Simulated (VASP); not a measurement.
Level of theory: PBE GGA with D4 dispersion, VASP's PBE PAW potentials (set 64) (plane waves; VASP).

The input files of a VASP run:

### POSCAR
```
Bi2Se3
9.7964570
  0.9773874040  -0.2114553893  -0.0006808979
  0.9773874040   0.2114553893  -0.0006808979
  0.9318927258   0.0000000000   0.3627339956
Bi Se
2 3
Cartesian
  1.1565455182   0.0000000000   0.1447840436
  1.7301220156   0.0000000000   0.2165881562
  0.0000000000   0.0000000000   0.0000000000
  0.6083306562  -0.0000000000   0.0761548688
  2.2783368776   0.0000000000   0.2852173309
```

**INCAR**
```
SYSTEM = Bi2Se3
PREC = Accurate; ENCUT = 520; LREAL = .FALSE.
LASPH = .TRUE.
EDIFF = 1E-7; NELM = 100; ALGO = Normal
LMAXMIX = 4
ISMEAR = -5
GGA = PE; IVDW = 13
ISIF = 2
LWAVE = .FALSE.; LCHARG = .TRUE.; LORBIT = 11
NEDOS = 601
LEFG = .TRUE.
```

File KPOINTS:
```
Automatic mesh
0
Gamma
7 7 7
0 0 0
```

POTCAR, in this order: Bi_d Se (PBE.64 set). Program: vasp_std.

What VASP printed:

### OSZICAR
```
       N       E                     dE             d eps       ncg     rms          rms(c)
DAV:   1     0.474562113124E+03    0.47456E+03   -0.23391E+04  2464   0.178E+03
DAV:   2     0.364677390581E+02   -0.43809E+03   -0.42700E+03  2620   0.444E+02
DAV:   3    -0.182397143012E+02   -0.54707E+02   -0.52302E+02  3256   0.162E+02
DAV:   4    -0.208218743915E+02   -0.25822E+01   -0.25396E+01  2816   0.345E+01
DAV:   5    -0.209320295396E+02   -0.11016E+00   -0.10994E+00  3492   0.743E+00    0.521E+00
DAV:   6    -0.201314184392E+02    0.80061E+00   -0.20993E+00  2928   0.839E+00    0.333E+00
DAV:   7    -0.201407875482E+02   -0.93691E-02   -0.43264E-01  2804   0.305E+00    0.170E+00
DAV:   8    -0.201502594248E+02   -0.94719E-02   -0.75277E-02  3360   0.147E+00    0.557E-01
DAV:   9    -0.201493813031E+02    0.87812E-03   -0.12476E-02  3172   0.668E-01    0.158E-01
DAV:  10    -0.201496473791E+02   -0.26608E-03   -0.27294E-03  2748   0.276E-01    0.610E-02
DAV:  11    -0.201497558621E+02   -0.10848E-03   -0.51631E-04  3368   0.123E-01    0.393E-02
DAV:  12    -0.201497760465E+02   -0.20184E-04   -0.10016E-04  3092   0.658E-02    0.187E-02
DAV:  13    -0.201497767624E+02   -0.71583E-06   -0.28412E-05  3124   0.450E-02    0.546E-03
DAV:  14    -0.201497767585E+02    0.39063E-08   -0.26226E-06  2728   0.101E-02    0.156E-03
DAV:  15    -0.201497768985E+02   -0.14005E-06   -0.84726E-07  2552   0.500E-03    0.103E-03
DAV:  16    -0.201497768769E+02    0.21589E-07   -0.42575E-08  1696   0.172E-03
   1 F= -.22357935E+02 E0= -.22357935E+02  d E =0.000000E+00
```

**OUTCAR**
```
------------------------ aborting loop because EDIFF is reached ----------------------------------------
  Edisp (eV):   -2.20816
  FORCE on cell =-STRESS in cart. coord.  units (eV):
  Direction    XX          YY          ZZ          XY          YZ          ZX
  --------------------------------------------------------------------------------------
  Total      -0.08418    -0.04556    -0.04616     0.00000     0.00000    -0.00483
  in kB      -0.95506    -0.51688    -0.52375     0.00000     0.00000    -0.05485
  external pressure =       -0.67 kB  Pullay stress =        0.00 kB
  volume of cell :      141.22
      direct lattice vectors                 reciprocal lattice vectors
     9.574933675 -2.071513629 -0.006670387     0.052126390 -0.241369399 -0.133916875
     9.574933675  2.071513629 -0.006670387     0.052126390  0.241369399 -0.133916875
     9.129247017  0.000000000  3.553507990     0.000195696  0.000000000  0.280909301
 POSITION                                       TOTAL-FORCE (eV/Angst)
 -----------------------------------------------------------------------------------
     11.33005      0.00000      1.41837         0.014938      0.000000      0.001870
     16.94907      0.00000      2.12180        -0.014938      0.000000     -0.001870
      0.00000      0.00000      0.00000         0.000000     -0.000000     -0.000000
      5.95949      0.00000      0.74605        -0.009975      0.000000     -0.001249
     22.31963      0.00000      2.79412         0.009975      0.000000      0.001249
 -----------------------------------------------------------------------------------
    total drift:                                0.000000     -0.000000      0.000000
  FREE ENERGIE OF THE ION-ELECTRON SYSTEM (eV)
  ---------------------------------------------------
  free  energy   TOTEN  =       -22.3579348678 eV

  energy  without entropy=      -22.3579348678  energy(sigma->0) =      -22.35793487

 total charge

# of ion       s       p       d       tot
------------------------------------------
    1        1.620   1.063   9.962  12.645
    2        1.620   1.063   9.962  12.645
    3        1.472   2.326   0.022   3.820
    4        1.492   2.262   0.023   3.777
    5        1.492   2.262   0.023   3.777
--------------------------------------------------
tot          7.697   8.977  19.991  36.664

 Electric field gradients after diagonalization (V/A^2)
 (convention: |V_zz| > |V_xx| > |V_yy|)
----------------------------------------------------------------------
 ion       V_xx      V_yy      V_zz     asymmetry (V_yy - V_xx)/ V_zz
----------------------------------------------------------------------
   1      -3.045    -3.045     6.090       0.000
   2      -3.045    -3.045     6.090       0.000
   3     -34.018   -34.018    68.036       0.000
   4       3.435     3.435    -6.870       0.000
   5       3.435     3.435    -6.870       0.000
```
(Selected blocks of OUTCAR.)

The compound is Bi2Se3 in the tetradymite structure. It was relaxed first.
